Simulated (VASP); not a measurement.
All values below come from LDA (Ceperley-Alder, Perdew-Zunger) with spin-orbit coupling, VASP's LDA PAW potentials (set 64) (plane waves; VASP 6.6.1).

VASP ran on this input.

**KPOINTS**
```
K-points
0
gamma
  7 7 6
0 0 0
```

POSCAR:
```
SnO
1
    3.7700667854     0.0000000000     0.0000000000
    0.0000000000     3.7700667854    -0.0000000000
    0.0000000000     0.0000000000     4.6399606626
Sn O
2 2
Direct
  0.5000000000   0.0000000000   0.7524157756
  0.0000000000   0.5000000000   0.2475842244
  0.5000000000   0.5000000000   0.0000000000
  0.0000000000   0.0000000000   0.0000000000
```

**INCAR**
```
# general
SYSTEM    =SnO
PREC      =Accurate
ENCUT     =520   # plane-wave cut-off (eV)
LREAL     =.FALSE.   # projection in real space or not
LASPH     =.TRUE.   # aspherical one-centre terms

# electronic loop
EDIFF     =1E-6
NELM      =100   # most electronic steps
ALGO      =Normal   # blocked Davidson
LMAXMIX   =4   # l cut-off of mixed one-centre charges

# smearing
ISMEAR    =0   # Gaussian
SIGMA     =0.05   # width (eV)

# functional
GGA_COMPAT=.FALSE.

# spin
MAGMOM    =12*0
LSORBIT   =.TRUE.

# output
LWAVE     =.FALSE.
LCHARG    =.FALSE.
```

**KPOINTS_OPT**
```
k-points along high-symmetry lines
5
Line-mode
Reciprocal
  0.000000   0.000000   0.000000 ! GAMMA
  0.000000   0.500000   0.000000 ! X

  0.000000   0.500000   0.000000 ! X
  0.500000   0.500000   0.000000 ! M

  0.500000   0.500000   0.000000 ! M
  0.000000   0.000000   0.000000 ! GAMMA

  0.000000   0.000000   0.000000 ! GAMMA
  0.000000   0.000000   0.500000 ! Z

  0.000000   0.000000   0.500000 ! Z
  0.000000   0.500000   0.500000 ! R

  0.000000   0.500000   0.500000 ! R
  0.500000   0.500000   0.500000 ! A

  0.500000   0.500000   0.500000 ! A
  0.000000   0.000000   0.500000 ! Z

  0.000000   0.500000   0.000000 ! X
  0.000000   0.500000   0.500000 ! R

  0.500000   0.500000   0.000000 ! M
  0.500000   0.500000   0.500000 ! A
```

POTCAR, in this order: Sn_d O (LDA.64 set). Program: vasp_ncl.

The resulting files:

OSZICAR:
```
       N       E                     dE             d eps       ncg     rms          rms(c)
DAV:   1     0.526717768041E+03    0.52672E+03   -0.18979E+04  4240   0.262E+03
DAV:   2     0.781239504797E+02   -0.44859E+03   -0.43053E+03  3896   0.756E+02
DAV:   3    -0.211105706420E+02   -0.99235E+02   -0.95198E+02  4472   0.259E+02
DAV:   4    -0.290367455286E+02   -0.79262E+01   -0.78213E+01  4528   0.791E+01
DAV:   5    -0.293186166869E+02   -0.28187E+00   -0.28162E+00  4448   0.151E+01    0.113E+01
DAV:   6    -0.258321506973E+02    0.34865E+01   -0.16236E+01  6688   0.538E+01    0.473E+00
DAV:   7    -0.258619839773E+02   -0.29833E-01   -0.22840E+00  4072   0.105E+01    0.258E+00
DAV:   8    -0.258391544280E+02    0.22830E-01   -0.58461E-01  5904   0.614E+00    0.107E+00
DAV:   9    -0.258107220587E+02    0.28432E-01   -0.13582E-01  5864   0.477E+00    0.335E-01
DAV:  10    -0.258118097290E+02   -0.10877E-02   -0.15248E-02  4488   0.972E-01    0.172E-01
DAV:  11    -0.258124547678E+02   -0.64504E-03   -0.66608E-03  6552   0.807E-01    0.189E-01
DAV:  12    -0.258117290699E+02    0.72570E-03   -0.25195E-03  5800   0.574E-01    0.323E-02
DAV:  13    -0.258117558437E+02   -0.26774E-04   -0.48602E-04  4552   0.149E-01    0.166E-02
DAV:  14    -0.258117531789E+02    0.26648E-05   -0.25653E-05  4664   0.654E-02    0.980E-03
DAV:  15    -0.258117525418E+02    0.63709E-06   -0.49541E-06  4360   0.180E-02
   1 F= -.25811753E+02 E0= -.25811325E+02  d E =-.854268E-03  mag=    -0.0000     0.0000    -0.0000
       N       E                     dE             ncg
       N       E                     dE             ncg
```

### OUTCAR
```
------------------------ aborting loop because EDIFF is reached ----------------------------------------
  FORCE on cell =-STRESS in cart. coord.  units (eV):
  Direction    XX          YY          ZZ          XY          YZ          ZX
  --------------------------------------------------------------------------------------
  Total       -0.0698627     -0.0698627     -0.0176554      0.0000000     -0.0000000      0.0000000
  in kB       -1.6972417     -1.6972417     -0.4289189      0.0000000     -0.0000000      0.0000000
  external PRESSURE =      -1.2744674 kB  Pullay stress =       0.0000000 kB
  volume of cell :       65.95
      direct lattice vectors                 reciprocal lattice vectors
     3.770066785  0.000000000  0.000000000     0.265247291  0.000000000  0.000000000
     0.000000000  3.770066785  0.000000000     0.000000000  0.265247291  0.000000000
     0.000000000  0.000000000  4.639960663     0.000000000  0.000000000  0.215519069
 POSITION                                       TOTAL-FORCE (eV/Angst)
 -----------------------------------------------------------------------------------
      1.88503      0.00000      3.49118        -0.000000      0.000000     -0.000758
      0.00000      1.88503      1.14878         0.000000      0.000000      0.000758
      1.88503      1.88503      0.00000        -0.000000      0.000000      0.000000
      0.00000      0.00000      0.00000        -0.000000     -0.000000      0.000000
 -----------------------------------------------------------------------------------
    total drift:                                0.000000      0.000000      0.000000
  FREE ENERGIE OF THE ION-ELECTRON SYSTEM (eV)
  ---------------------------------------------------
  free  energy   TOTEN  =       -25.8117525418 eV

  energy  without entropy=      -25.8108982739  energy(sigma->0) =      -25.81132541

 Ion:    1  E_soc:     -0.0813338

 Ion:    2  E_soc:     -0.0813338

 Ion:    3  E_soc:     -0.0004038

 Ion:    4  E_soc:     -0.0004038
```
(Selected blocks of OUTCAR.)

The compound is SnO in the litharge structure. It was relaxed first, which changed the volume by -6 %.
